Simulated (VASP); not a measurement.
Computed with LDA (Ceperley-Alder, Perdew-Zunger), VASP's LDA PAW potentials (set 64) (plane waves; VASP).

VASP ran on this input.

**KPOINTS**
```
K-points
0
G
 10 10 10
```

File POSCAR:
```
Na3Cd
1
    0.0000000000     3.8762400000     3.8762400000
    3.8762400000     0.0000000000     3.8762400000
    3.8762400000     3.8762400000     0.0000000000
Na Cd
3 1
Direct
  0.2500000000   0.2500000000   0.2500000000
  0.7500000000   0.7500000000   0.7500000000
  0.5000000000   0.5000000000   0.5000000000
  0.0000000000   0.0000000000   0.0000000000
```

**INCAR**
```
# general
SYSTEM =Na3Cd
PREC   =Accurate
ENCUT  =300
LREAL  =.FALSE.
LASPH  =.TRUE.

# electronic loop
EDIFF  =1E-6
NELM   =100
ALGO   =Normal
LMAXMIX=4

# smearing
ISMEAR =-1
SIGMA  =0.1

# ions
IBRION =2
NSW    =50
ISIF   =3
EDIFFG =-0.01

# output
LWAVE  =.FALSE.
LCHARG =.FALSE.
```

POTCAR, in this order: Na_pv Cd (LDA.64 set). Program: vasp_std.

At this cut-off the stress carries a Pulay error, which pulls relaxed volumes low. Energy and stress use the plane-wave basis of the starting cell.

Q: What does the run give for the energy per atom (σ→0), volume per atom, band gap (on the k-mesh)?

A: 
```yaml
energy per atom (σ→0): -1.496 eV/atom
band gap (on the k-mesh): none (metal, semimetal or under 0.01 eV)
volume_per_atom: 26.35 Å³/atom
```

OSZICAR:
```
...
DAV:   1    -0.605757915515E+01   -0.45253E-01   -0.10525E+00  2072   0.147E+01    0.150E+00
DAV:   2    -0.601948057070E+01    0.38099E-01   -0.10972E-01  1988   0.340E+00    0.535E-01
DAV:   3    -0.601467947872E+01    0.48011E-02   -0.50515E-03  2064   0.857E-01    0.315E-01
DAV:   4    -0.601321842984E+01    0.14610E-02   -0.86903E-04  2148   0.324E-01    0.196E-02
DAV:   5    -0.601319394119E+01    0.24489E-04   -0.61438E-05  1972   0.103E-01    0.127E-02
DAV:   6    -0.601319029278E+01    0.36484E-05   -0.84134E-06  1984   0.431E-02    0.865E-03
DAV:   7    -0.601318995852E+01    0.33426E-06   -0.17572E-06  1396   0.929E-03
   4 F= -.60131900E+01 E0= -.59857120E+01  d E =-.489084E-01
```

The structure comes from a computed database's Na3Cd entry (Fm-3m); how it stands against other phases isn't given here. This run relaxes it. Symmetry was kept, so distortions that lower it aren't found. The run is one of a series of settings (EDIFFG = -0.01, IBRION = 2, ISIF = 3, NSW = 50 against the base run), some of them coarse on purpose. The electron count is odd and the run is not spin-polarised, which forces a metal.
